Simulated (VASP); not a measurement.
Consider the following.

```yaml
crystal:
  lattice:
    - [0.00000, 2.65459, 2.65459]
    - [2.65459, 0.00000, 2.65459]
    - [2.65459, 2.65459, 0.00000]
  atoms:
    - { symbol: Li, position: [0.00000, 0.00000, 0.00000] }
    - { symbol: Br, position: [0.50000, 0.50000, 0.50000] }
```

These are LDA (Ceperley-Alder, Perdew-Zunger), VASP's LDA PAW potentials (set 64) (plane waves; VASP) values and carry that method's errors. Numerical set-up: 520 eV cut-off, Gaussian smearing of 0.050 eV, potentials Li_sv Br.

Task: What does the run give for the band gap (along the path) with the smallest direct gap where there is one?

Result: 
| Property | Result |
|---|---|
| band gap (along the path) | 5.17 eV |
| smallest direct gap (along the path) | 5.18 eV |

The compound is LiBr in the rock salt structure. It was relaxed first, which changed the volume by -10 %.
